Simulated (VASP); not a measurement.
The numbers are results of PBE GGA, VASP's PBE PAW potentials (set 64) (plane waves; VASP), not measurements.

A VASP calculation is set up with these files.

INCAR:
```
! general
SYSTEM  = Ir
PREC    = Accurate
ENCUT   = 400
LREAL   = .FALSE.
LASPH   = .TRUE.

! electronic loop
EDIFF   = 1E-6
NELM    = 100
ALGO    = Normal
IMIX    = 4
AMIX    = 0.1
BMIX    = 1.0
LMAXMIX = 6

! smearing
ISMEAR  = 1
SIGMA   = 0.1

! functional
GGA     = PE

! ions
ISIF    = 2

! output
LWAVE   = .FALSE.
LCHARG  = .FALSE.
```

File POSCAR:
```
Ir
1
    0.0000000000     1.9200000000     1.9200000000
    1.9200000000     0.0000000000     1.9200000000
    1.9200000000     1.9200000000     0.0000000000
Ir
1
Direct
  0.0000000000   0.0000000000   0.0000000000
```

### KPOINTS
```
Automatic mesh
0
Gamma
15 15 15
0 0 0
```

POTCAR, in this order: Ir (PBE.64 set). Program: vasp_std.

The resulting files:

### OSZICAR
```
       N       E                     dE             d eps       ncg     rms          rms(c)
DAV:   1     0.310449196305E+02    0.31045E+02   -0.38087E+03  2080   0.814E+02
DAV:   2    -0.890369461893E+01   -0.39949E+02   -0.37747E+02  1928   0.180E+02
DAV:   3    -0.939764917828E+01   -0.49395E+00   -0.49343E+00  2752   0.268E+01
DAV:   4    -0.940069013116E+01   -0.30410E-02   -0.30408E-02  2552   0.152E+00
DAV:   5    -0.940070122230E+01   -0.11091E-04   -0.11091E-04  2784   0.595E-02    0.152E+01
DAV:   6    -0.922534122766E+01    0.17536E+00   -0.76708E-02  2296   0.386E+00    0.127E+01
DAV:   7    -0.886074003628E+01    0.36460E+00   -0.18519E+00  2192   0.186E+01    0.277E+00
DAV:   8    -0.886211808662E+01   -0.13781E-02   -0.57061E-03  2112   0.928E-01    0.299E+00
DAV:   9    -0.884485712472E+01    0.17261E-01   -0.14569E-02  2216   0.206E+00    0.257E-01
DAV:  10    -0.884455807460E+01    0.29905E-03   -0.10525E-03  2640   0.427E-01    0.688E-02
DAV:  11    -0.884455665136E+01    0.14232E-05   -0.11840E-05  2328   0.476E-02    0.369E-02
DAV:  12    -0.884455973290E+01   -0.30815E-05   -0.16695E-05  2528   0.660E-02    0.214E-03
DAV:  13    -0.884455971120E+01    0.21709E-07   -0.47701E-08  1112   0.270E-03
   1 F= -.88445597E+01 E0= -.88444404E+01  d E =-.358030E-03
```

OUTCAR:
```
------------------------ aborting loop because EDIFF is reached ----------------------------------------
  FORCE on cell =-STRESS in cart. coord.  units (eV):
  Direction    XX          YY          ZZ          XY          YZ          ZX
  --------------------------------------------------------------------------------------
  Total        0.8251525      0.8251525      0.8251525     -0.0000000      0.0000000      0.0000000
  in kB       93.3923091     93.3923091     93.3923091     -0.0000000      0.0000000      0.0000000
  external PRESSURE =      93.3923091 kB  Pullay stress =       0.0000000 kB
  volume of cell :       14.16
      direct lattice vectors                 reciprocal lattice vectors
     0.000000000  1.920000000  1.920000000    -0.260416667  0.260416667  0.260416667
     1.920000000  0.000000000  1.920000000     0.260416667 -0.260416667  0.260416667
     1.920000000  1.920000000  0.000000000     0.260416667  0.260416667 -0.260416667
 POSITION                                       TOTAL-FORCE (eV/Angst)
 -----------------------------------------------------------------------------------
      0.00000      0.00000      0.00000         0.000000      0.000000     -0.000000
 -----------------------------------------------------------------------------------
    total drift:                                0.000000      0.000000      0.000000
  FREE ENERGIE OF THE ION-ELECTRON SYSTEM (eV)
  ---------------------------------------------------
  free  energy   TOTEN  =        -8.8445597112 eV

  energy  without entropy=       -8.8442016811  energy(sigma->0) =       -8.84444037
```
(Selected blocks of OUTCAR.)

### OUTCAR
```
 val. band max:       10.4531127825   @ k =  -0.3333   0.2667   0.0667

 cond. band min:      10.4755535901   @ k =  -0.3333   0.2000   0.0667


 Fermi energy:        10.4657695605

 k-point     1 :       0.0000    0.0000    0.0000
  band No.  band energies     occupation
      1      -0.7169      2.00000
      2       6.5123      2.00000
      3       6.5123      2.00000
      4       6.5123      2.00000
      5       9.1988      2.00000
      6       9.1988      2.00000
      7      24.7217      0.00000
      8      30.3056      0.00000

 k-point     2 :       0.0667    0.0000    0.0000
  band No.  band energies     occupation
      1      -0.5196      2.00000
      2       6.4076      2.00000
      3       6.5976      2.00000
      4       6.5976      2.00000
      5       9.1443      2.00000
      6       9.1443      2.00000
      7      25.0620      0.00000
      8      29.2935      0.00000

 k-point     3 :       0.1333    0.0000    0.0000
  band No.  band energies     occupation
      1       0.0420      2.00000
      2       6.1590      2.00000
      3       6.8042      2.00000
      4       6.8042      2.00000
      5       9.0476      2.00000
      6       9.0476      2.00000
      7      25.9491      0.00000
      8      27.4880      0.00000

 k-point     4 :       0.2000    0.0000    0.0000
  band No.  band energies     occupation
      1       0.8574      2.00000
      2       5.9518      2.00000
      3       6.9688      2.00000
      4       6.9688      2.00000
      5       9.1087      2.00000
      6       9.1087      2.00000
      7      25.5612      0.00000
      8      27.0095      0.00000

 k-point     5 :       0.2667    0.0000    0.0000
  band No.  band energies     occupation
      1       1.6753      2.00000
      2       6.0916      2.00000
      3       6.9235      2.00000
      4       6.9235      2.00000
      5       9.5142      2.00000
      6       9.5142      2.00000
      7      23.7089      0.00000
...
```

Unless said otherwise, spin-orbit coupling is left out, though it shifts the bands of the heavy elements here.

The compound is Ir in the fcc structure. The cell was not relaxed at this level. The run is one of a series of settings (AMIX = 0.1, BMIX = 1.0, IMIX = 4 against the base run), some of them coarse on purpose.
